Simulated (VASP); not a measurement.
Given:

```yaml
crystal:
  lattice:
    - [4.60233, 0.00000, 0.00000]
    - [0.00000, 4.60233, 0.00000]
    - [0.00000, 0.00000, 2.96016]
  atoms:
    - { symbol: Ti, position: [0.00000, 0.00000, 0.00000] }
    - { symbol: Ti, position: [0.50000, 0.50000, 0.50000] }
    - { symbol: O, position: [0.30451, 0.30451, 0.00000] }
    - { symbol: O, position: [0.80451, 0.19549, 0.50000] }
    - { symbol: O, position: [0.19549, 0.80451, 0.50000] }
    - { symbol: O, position: [0.69549, 0.69549, 0.00000] }
```

Calculation: r2SCAN meta-GGA, VASP's PBE PAW potentials (set 64) (plane waves; VASP). Numerical set-up: 520 eV cut-off, 6×6×8 Γ-centred mesh, tetrahedra with Blöchl corrections, potentials Ti_sv O.

### Question
Give the energies of bands 14 to 27 at the high-symmetry points, in eV from the valence-band maximum.

### Answer

| band | Γ | X | M | Z | R | A |
|---|---|---|---|---|---|---|
| 14 | -5.50 | -5.01 | -5.66 | -4.62 | -5.13 | -4.80 |
| 15 | -4.99 | -3.91 | -4.03 | -3.76 | -4.13 | -4.66 |
| 16 | -3.96 | -3.91 | -4.03 | -3.76 | -4.13 | -4.66 |
| 17 | -3.96 | -3.30 | -2.93 | -3.71 | -3.38 | -3.66 |
| 18 | -2.64 | -3.30 | -2.93 | -3.71 | -3.38 | -3.66 |
| 19 | -2.64 | -3.15 | -2.20 | -2.88 | -2.47 | -2.85 |
| 20 | -2.08 | -3.15 | -2.20 | -2.88 | -2.47 | -2.85 |
| 21 | -0.77 | -1.71 | -1.39 | -2.39 | -2.07 | -1.31 |
| 22 | -0.49 | -1.71 | -1.39 | -2.39 | -2.07 | -1.31 |
| 23 | -0.49 | -0.77 | -1.13 | -1.48 | -1.09 | -0.72 |
| 24 | 0.00 | -0.77 | -1.13 | -1.48 | -1.09 | -0.72 |
| 25 | 2.21 | 2.89 | 2.25 | 3.31 | 2.28 | 2.95 |
| 26 | 2.53 | 2.89 | 2.25 | 3.31 | 2.28 | 2.95 |
| 27 | 2.76 | 3.38 | 2.88 | 3.56 | 3.58 | 3.57 |

The gap is direct, 2.21 eV, from the valence maximum at Γ to the conduction minimum at Γ.

The compound is TiO2 in the rutile structure. It was relaxed first.
